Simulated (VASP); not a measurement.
Set up this calculation in VASP 6.6.1, as the native input.

| Property | Result |
| --- | --- |
| Task | single point |
| Functional | LDA |
| Potentials or basis | VASP PAW PBE potentials, release 64 (Pm, Se) |
| Cutoff | 520 eV |
| k mesh | 5 × 5 × 5 |
| Occupations | gaussian, width 0.05 eV |
| Spin | collinear spin, random start |
| Starting moments | [0.96, 0.0] μB |
| Hubbard terms | Pm f U = 6 eV |
| Further INCAR settings | ALGO = Normal; EDIFF = 1e-06; NBANDS = 22 |

The structure of PmSe lies in POSCAR:

```
PmSe
1.0
    0.0000000000      3.2231904100      3.2231904100
    3.2231904100      0.0000000000      3.2231904100
    3.2231904100      3.2231904100      0.0000000000
Pm Se
1 1
Direct
    0.0000000000      0.0000000000      0.0000000000
    0.2500000000      0.2500000000      0.2500000000
```

The cell comes from a database or a generator and needn't be the stable form of this composition.

One way to write it, as run:

INCAR

```
PREC = Accurate
ENCUT = 520
EDIFF = 1E-6
ISMEAR = 0
SIGMA = 0.05
LREAL = F
LASPH = T
NELM = 150
ALGO = Normal
ISIF = 2
LWAVE = F
LCHARG = T
ISPIN = 2
MAGMOM = 0.96 0
LORBIT = 11
LMAXMIX = 6
LDAU = T
LDAUTYPE = 2
LDAUL = 3 -1
LDAUU = 6 0
LDAUJ = 0 0
LDAUPRINT = 1
GGA = CA
LELF = T
LVHAR = T
NBANDS = 22
```

KPOINTS

```
Automatic mesh
0
Gamma
  5 5 5
```

Potentials or basis: VASP PAW PBE potentials, release 64 (Pm, Se).

Launch:

```bash
$ cat potpaw_PBE.64/Pm/POTCAR potpaw_PBE.64/Se/POTCAR > POTCAR
$ mpirun -np 1 vasp_std > vasp.out
```

It gave:

The pressure is 1.6 GPa. The band gap on the k mesh is none (metal or under the smearing width), the net moment is 4.67 μB per cell and the site moments are Pm +4.33; Se -0.03 μB. The valence electrons inside the program's atomic spheres are Pm 12.34; Se 3.96.

Caveat: the magnetic or orbital state may not be the lowest; the PAW data sets were made with another functional, which shifts forces and pressure a little; spin-orbit coupling is left out, which moves the levels of the heavy elements.

Run time: 2 min on 1 thread of Intel(R) Xeon(R) Platinum 8375C CPU @ 2.90GHz (Ice Lake), with other jobs on the host, peak memory 0.2 GiB.
